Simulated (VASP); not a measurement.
The system is SnSe2.

```
CELL_PARAMETERS angstrom
3.84084 0.00000 0.00000
-1.92042 3.32627 0.00000
0.00000 0.00000 6.00733
ATOMIC_POSITIONS crystal
Sn 0.00000 0.00000 0.00000
Se 0.33333 0.66667 0.26551
Se 0.66667 0.33333 0.73449
```

Program: VASP 6.6.1. Alike in all runs: task band structure; potentials or basis VASP PAW PBE potentials, release 64 (Sn_d, Se); no spin polarisation; cell as given; k mesh 9 × 9 × 5; cutoff (eV) 520; smearing gaussian 0.03 eV.

Question: Order these runs on this cell by their band gap on the k mesh, lowest first.
A. level TB-mBJ
B. level PBE
C. level r2SCAN

Answer: B (0.43 eV), C (0.70 eV), A (0.98 eV).

Caveats: spin-orbit coupling is left out, which moves the levels of the heavy elements.

